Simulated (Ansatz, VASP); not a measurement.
# Te (Tellurium) in two plane-wave programs, part 2 of 2

Aim: how closely do two programs agree when they are given the same cell, functional and k mesh? The cell is taken from a series of runs on this material, whose earlier steps may have relaxed, scaled, displaced or heated it; both programs get it as it stands.

VASP 6.6.1 and Ansatz 0.2.0.

So far: The structure; VASP: zone-centre phonons, PBEsol.

### 3. Ansatz: zone-centre phonons, PBEsol

Level of this step: Ansatz beside VASP: Kohn-Sham DFT, plane waves, PBEsol (Ansatz).

Ansatz runs on its default PAW (the set named soft_2) files.

The same cell, functional, mesh and smearing now go to Ansatz, which takes its cutoff from its data sets.

input.yaml

```yaml
crystal:
  lattice:
    - [4.3163856104, 0.0, 0.0]
    - [-2.1581928052, 3.7380995912, 0.0]
    - [0.0, 0.0, 5.9570752552]
  atoms:
    - { symbol: Te, position: [0.2838654112, 0.0, 0.3333333333] }
    - { symbol: Te, position: [0.0, 0.2838654112, 0.6666666667] }
    - { symbol: Te, position: [0.7161345888, 0.7161345888, 0.0] }
kpoints:
  mp_grid: { grid: [15, 15, 8] }
hamiltonian:
  xc: pbesol
scf:
  occupations: { method: methfessel_paxton, width: 0.2 }
output:
  eigenvalues: true
phonons:
  method: fd
  supercell: [1, 1, 1]
  amplitude: 0.01
```

On the command line:

```console
$ ansatz run input.yaml --threads 8 --pin off --max-ram 15360MiB --backend cpu --events-out ev --progress --plain --runs-dir out
```

Numbers of over 12 decimals in the logs are rounded to 6 here.

The log of the run:

```text
Engine: ansatz 0.2.0, aarch64-unknown-linux-gnu
Pseudopotentials: kind: paw
Pseudopotential: Te, paw, valence charge 16, recommended cutoff 420 eV (normal), Te.paw.azcp
Functional definition: PBEsol
  exchange = pbesol_x
  correlation = pbesol_c
Crystal: 3 atoms, lattice volume = 96.118 Å³
Basis set: ecut = 420 eV, 1897 PW (Γ), exchange–correlation on 60×60×80 points (8 copies of the dense FFT grid, shifted against one another)
Bands: 29, of which v1, the nominal top of the filled ones, is band 24 counted from 1 (23 counted from 0)
Symmetry: 6 space group operations
k-points: 192 of 1800 (time reversal used)
Non-local potential: Te, projectors of the file, l = 0: 2, l = 1: 2, l = 2: 2, l = 3: 2
PAW form: soft (Blöchl's): semilocal exchange-correlation on the pseudo side does not see the compensation charge
PAW frozen core: Te, regenerated for the run's functional, and the local potential with it (the file was generated under x = pbe(κ = 0.804, μ = 0.219515), c = pbe(β = 0.066725))
PAW one-centre angular grid: Te, 590 points (default); XC on 64 Gauss nodes
Initial density: superposition of atomic densities (neutral atoms: chi_scale 0, normalization atom), corrected by the library's trained network
Initial wavefunctions: pseudopotential atomic-orbital guess
Functional: x = pbesol(κ = 0.804, μ = 0.123457), c = pbesol(β = 0.046)
SCF iter   1: F=—  HF=-20704.541434 eV  |F-HF|=—  |Δ(HF+E_count)|=         —  Δρ=1.99e-3  dr2=2.40e-3  ethr=1.77e-3  ⟨swp⟩=6.7  Hψ=24581  notcnv=0
preconditioner: auto → Resta (q_TF=auto, 2.430 Å⁻¹)  ε∞=4.4  [insulator: Δε(μ)=0.235 eV  Ē_g=8.700 eV  σ=0.200 eV  W_gap=0.64  n_scr=22 (ndim 8)  ℏωp=16.1 eV  f_vac=0.016  D(μ)=-0.04/eV (n_scr^D=0)  ε∞_Penn≈4.4]
SCF iter   2: F=—  HF=-20704.537985 eV  |F-HF|=—  |Δ(HF+E_count)|=   3.45e-3  S|Δr|=    0.00e0  Δρ=1.10e-3  dr2=7.09e-4  ethr=5.01e-6  ⟨swp⟩=2.9  Hψ=11437  notcnv=0
SCF iter   3: F=—  HF=-20704.538061 eV  |F-HF|=—  |Δ(HF+E_count)|=   7.62e-5  S|Δr|=    0.00e0  Δρ=2.60e-4  dr2=5.98e-5  ethr=1.48e-6  ⟨swp⟩=2.0  Hψ=10122  notcnv=0
SCF iter   4: F=—  HF=-20704.538038 eV  |F-HF|=—  |Δ(HF+E_count)|=   2.30e-5  S|Δr|=    0.00e0  Δρ=1.22e-4  dr2=1.68e-5  ethr=1.25e-7  ⟨swp⟩=2.0  Hψ=10120  notcnv=0
SCF iter   5: F=—  HF=-20704.538048 eV  |F-HF|=—  |Δ(HF+E_count)|=   9.76e-6  S|Δr|=    0.00e0  Δρ=2.74e-5  dr2=1.09e-6  ethr=3.51e-8  ⟨swp⟩=2.1  Hψ=6678  notcnv=0
SCF iter   6: F=—  HF=-20704.538047 eV  |F-HF|=—  |Δ(HF+E_count)|=   9.46e-8  S|Δr|=    0.00e0  Δρ=6.14e-6  dr2=4.41e-8  ethr=2.27e-9  ⟨swp⟩=3.0  Hψ=10309  notcnv=0
SCF iter   7: F=—  HF=-20704.538047 eV  |F-HF|=—  |Δ(HF+E_count)|=   3.27e-8  S|Δr|=    0.00e0  Δρ=1.45e-6  dr2=1.65e-9  ethr=9.19e-11  ⟨swp⟩=2.0  Hψ=10122  notcnv=0
SCF iter   8: F=-20704.538047 eV  HF=-20704.538047 eV  |F-HF|=3.64e-11  |Δ(HF+E_count)|=   1.45e-9  S|Δr|=    0.00e0  Δρ=2.24e-7  dr2=4.26e-11  ethr=2.08e-12  ⟨swp⟩=6.9  Hψ=23545  notcnv=0
SCF 1 converged in 8 iterations: F = -20704.538047 eV  dr2 = 4.26e-11
  greatest PAW one-centre occupation: 0.998 electrons in one spin orbital (limit 2), on the Te atom at site 0 (counted from 0), in its partial waves of l = 2
Symmetry: 1 space group operations
k-points: 901 of 1800 (time reversal used)
Initial density: handed on by an earlier stage of this run
Initial wavefunctions: those handed on with the density
iter 1 solved again at ethr=6.99e-7 eV; its pass at ethr=3.10e-3 eV (dr2=3.35e-4 eV) is discarded
SCF iter   1: F=—  HF=-20704.537866 eV  |F-HF|=—  |Δ(HF+E_count)|=         —  Δρ=3.19e-4  dr2=3.10e-4  ethr=6.99e-7  ⟨swp⟩=2.0  Hψ=151655  notcnv=0  defer=223
preconditioner: auto → Resta (q_TF=auto, 2.430 Å⁻¹)  ε∞=4.4  [insulator: Δε(μ)=0.233 eV  Ē_g=8.701 eV  σ=0.200 eV  W_gap=0.64  n_scr=22 (ndim 8)  ℏωp=16.1 eV  f_vac=0.011  D(μ)=-0.04/eV (n_scr^D=0)  ε∞_Penn≈4.4]
[...]
SCF 2 converged in 7 iterations: F = -20704.537805 eV  dr2 = 6.51e-11
[...]
preconditioner: auto → Resta (q_TF=auto, 2.430 Å⁻¹)  ε∞=4.4  [insulator: Δε(μ)=0.247 eV  Ē_g=8.705 eV  σ=0.200 eV  W_gap=0.67  n_scr=22 (ndim 8)  ℏωp=16.1 eV  f_vac=0.011  D(μ)=-0.05/eV (n_scr^D=0)  ε∞_Penn≈4.4]
[...]
SCF iter   3: F=—  HF=-20704.537919 eV  |F-HF|=—  |Δ(HF+E_count)|=   2.02e-6  S|Δr|=    0.00e0  Δρ=2.11e-5  dr2=4.01e-7  ethr=2.45e-8  ⟨swp⟩=2.9  Hψ=44125  notcnv=0  defer=246
SCF iter   4: F=—  HF=-20704.537921 eV  |F-HF|=—  |Δ(HF+E_count)|=   1.52e-6  S|Δr|=    0.00e0  Δρ=4.74e-6  dr2=3.11e-8  ethr=8.36e-10  ⟨swp⟩=2.9  Hψ=46448  notcnv=0  defer=246
SCF iter   5: F=—  HF=-20704.537921 eV  |F-HF|=—  |Δ(HF+E_count)|=   2.62e-9  S|Δr|=    0.00e0  Δρ=1.77e-6  dr2=5.84e-9  ethr=6.49e-11  ⟨swp⟩=2.8  Hψ=47131  notcnv=0  defer=246
SCF iter   6: F=—  HF=-20704.537921 eV  |F-HF|=—  |Δ(HF+E_count)|=  3.20e-10  S|Δr|=    0.00e0  Δρ=4.37e-7  dr2=2.19e-10  ethr=1.22e-11  ⟨swp⟩=3.0  Hψ=48220  notcnv=0  defer=246
SCF iter   7: F=-20704.537921 eV  HF=-20704.537921 eV  |F-HF|=3.64e-12  |Δ(HF+E_count)|=  1.02e-10  S|Δr|=    0.00e0  Δρ=8.35e-8  dr2=6.94e-12  ethr=1.00e-12  ⟨swp⟩=5.0  Hψ=86636  notcnv=0
SCF 3 converged in 7 iterations: F = -20704.537921 eV  dr2 = 6.94e-12
  greatest PAW one-centre occupation: 0.998 electrons in one spin orbital (limit 2), on the Te atom at site 1 (counted from 0), in its partial waves of l = 2
iter 1 solved again at ethr=2.95e-10 eV; its pass at ethr=3.10e-3 eV (dr2=1.42e-7 eV) is discarded
SCF iter   1: F=—  HF=-20704.537927 eV  |F-HF|=—  |Δ(HF+E_count)|=         —  Δρ=8.49e-6  dr2=3.76e-8  ethr=2.95e-10  ⟨swp⟩=3.0  Hψ=148652  notcnv=0  defer=43
preconditioner: auto → Resta (q_TF=auto, 2.430 Å⁻¹)  ε∞=4.4  [insulator: Δε(μ)=0.227 eV  Ē_g=8.697 eV  σ=0.200 eV  W_gap=0.62  n_scr=22 (ndim 8)  ℏωp=16.1 eV  f_vac=0.011  D(μ)=-0.04/eV (n_scr^D=0)  ε∞_Penn≈4.4]
SCF iter   2: F=—  HF=-20704.537928 eV  |F-HF|=—  |Δ(HF+E_count)|=   1.00e-6  S|Δr|=    0.00e0  Δρ=4.49e-6  dr2=1.06e-8  ethr=7.83e-11  ⟨swp⟩=2.0  Hψ=44683  notcnv=0  defer=43
SCF iter   3: F=—  HF=-20704.537928 eV  |F-HF|=—  |Δ(HF+E_count)|=   1.79e-9  S|Δr|=    0.00e0  Δρ=5.68e-7  dr2=4.37e-10  ethr=2.21e-11  ⟨swp⟩=2.5  Hψ=34444  notcnv=0  defer=43
SCF iter   4: F=-20704.537928 eV  HF=-20704.537928 eV  |F-HF|=3.64e-12  |Δ(HF+E_count)|=  4.73e-11  S|Δr|=    0.00e0  Δρ=1.64e-7  dr2=3.51e-11  ethr=1.00e-12  ⟨swp⟩=5.1  Hψ=89271  notcnv=0
SCF 4 converged in 4 iterations: F = -20704.537928 eV  dr2 = 3.51e-11
  greatest PAW one-centre occupation: 0.998 electrons in one spin orbital (limit 2), on the Te atom at site 2 (counted from 0), in its partial waves of l = 2
SCF converged after 8 iterations
Stability not checked: this state was not tested for a lower state beside it, because cold or Methfessel-Paxton smearing, or corrected tetrahedra, fill the levels in a way that the test cannot read (fill_not_monotonic; see scf.lower_state_search)
Free energy (F): -20704.538047 eV
Harris-Foulkes:  -20704.538047 eV  (|F-HF|=3.64e-11)
Internal energy: -20704.541188 eV  (E = F + TS)
E sigma→0 (E₀):  -20704.538833 eV
Entropy (-TS):   0.003140 eV (1.047 meV/atom)
Fermi energy:    9.587656 eV
Step filling:    the computed levels leave a gap of 0.0067 eV = 0.0 smearing widths at the electron count; against every level under it full and every level over it empty, smearing changes F+E_penalty+E_count by +0.465 meV and its σ→0 estimate by -0.320 meV
--- Per-component energies (eV) ---
  E_band       = -765.587614
  E_kinetic    = 542.070534
  E_local      = -3629.744519  (includes V_loc(G=0)·N_el)
  E_nonlocal   = -924.192111
  E_hartree    = 2348.822554
  E_xc         = -370.334925
  E_vxc        = -312.658440  (∫ρ·V_xc dr)
  E_paw        = -13752.870062  (= ΣΔE_a)
  E_vpaw       = -1138.707184  (= ΣTr[D̂ρ^β])
  E_aug_tail   = -0.000624  (compensation charges beyond the density's cutoff)
  E_ewald      = -4919.416481
  E_core_change = 1.124446  (= ΣΔE_core)
  E_smearing   = 0.003140  (= −TS)
  E_closure    = -0.000000  (closes the sum)
  Σ components = -20704.538047   (vs F -20704.538047, Δ=0.00e0)
--- Forces (eV/Å), atoms counted from 1 ---
  atom   1  Te     0.00032762     0.00000000     0.00000000
  atom   2  Te    -0.00016381     0.00028373    -0.00000000
  atom   3  Te    -0.00016381    -0.00028373     0.00000000
  max |Σ_I F_I| component: 3.47e-18 eV/Å
--- Band table (eV; the first three rows and the last of 192) ---
  k-point 0: bands = [... 20 lower, 6.9352, 7.7682, 7.7682, 8.4184, 10.5438, 10.5438, 11.2220, 14.3731, ... 1 higher]
  k-point 1: bands = [... 20 lower, 7.0761, 7.8316, 7.9298, 8.4435, 10.4052, 10.4339, 11.0498, 13.9390, ... 1 higher]
  k-point 2: bands = [... 20 lower, 7.0495, 8.0052, 8.2436, 8.5171, 10.1092, 10.1704, 10.6419, 13.5508, ... 1 higher]
  k-point 191: bands = [... 20 lower, 4.1179, 8.6599, 9.5502, 9.5502, 9.5569, 10.4813, 10.4813, 15.5510, ... 1 higher]
--- Phonons: 3 displaced members + reference (amplitude 0.01 Å, Σ member SCF iterations 18) ---
  symmetry images taken by strict's conditions (phonons.symmetry_images: auto; settled by no image being taken that strict refuses)
  ASR residual: 1.067e-4 → 0.000e0 eV/Å²; symmetrization residual: 2.199e-4 eV/Å²
  largest component of a force at the reference: 3.3e-4 eV/Å
  ASR residual per site (eV/Å²): 1.07e-4 9.24e-5 9.24e-5
  Γ frequencies (cm⁻¹): 0.00 0.00 0.00 81.11 81.11 89.01 97.97 126.28 126.28
  density of states and harmonic sums: on the 17×17×11 q-mesh, interpolated from the force constants of a 1×1×1 supercell (no non-analytic term)
  largest difference from the sums on the solved wave vectors: F 6.65e-1 eV, S 8.68e-4 and C_V 2.04e-4 eV/K
  zero-point energy: 0.040781 eV/cell   skipped modes (ω ≤ 0): 213, of them read as no rigid motion or as one in doubt: 210 (6.354e-1 modes/cell left out, lowest -9.95 cm⁻¹)   left out of the sums: 7.07e-2 of the cell's modes: C_V's classical limit lies that fraction below 3 k_B per atom; for a crystal, a wire or a layer, F and S can be off by more, and a phonons.interpolated_qmesh denser along its periods is the remedy for the sampling
```

### 4. Differences

Known differences besides the potentials themselves: the data sets hold 48 valence electrons in Ansatz (on its default PAW (the set named soft_2) files) and 18 in VASP; the cutoff is 420 eV in Ansatz and 500 eV in VASP; Ansatz makes its cores anew for this functional, VASP keeps those of its PBE data sets. Total energies have different zeros and are not compared.

Compared:

```tsv
quantity	Ansatz	VASP	difference
optical mode 1 to 2 (cm⁻¹)	81.1	81.5	-0.42 %
optical mode 3 (cm⁻¹)	89.0	89.2	-0.20 %
optical mode 4 (cm⁻¹)	98.0	99.6	-1.65 %
optical mode 5 to 6 (cm⁻¹)	126.3	126.9	-0.52 %
```

Modes are paired by rising frequency, not by their patterns, so a pair may set unlike modes beside each other; they are those without the splitting of longitudinal modes.

### 5. What came out

| Item | Value |
| --- | --- |
| r.m.s. difference of the optical zone-centre modes, each program's sorted by frequency (zone-centre phonons, PBEsol) | 0.80 cm⁻¹ |
| difference in optical mode 4 (zone-centre phonons, PBEsol) | -1.6 % |

The r.m.s. difference of the optical zone-centre modes, each program's sorted by frequency is 0.80 cm⁻¹ (zone-centre phonons, PBEsol). The data sets hold unlike numbers of valence electrons (48 in Ansatz and 18 in VASP), so part of the differences comes from the potentials. Among the rows given in per cent, the largest difference of the zone-centre phonons, PBEsol pair is in optical mode 4, -1.6 %. Such differences can come from data sets, numerical settings and the points named under the comparisons, not from the functional's error against experiment.

[Lines on the potential files, build, host, timing and source positions are cut from VASP's logs without a mark.]

[Logs are printed without paths, hosts, clocks, repeated set-up lines and the standing remarks that a program may print on its own settings, such as how far it seeks lower states.]

[Hosts, paths, dates, database ids (printed as entryN), source tags and the programs' standing remarks are cut or masked in the printed files.]
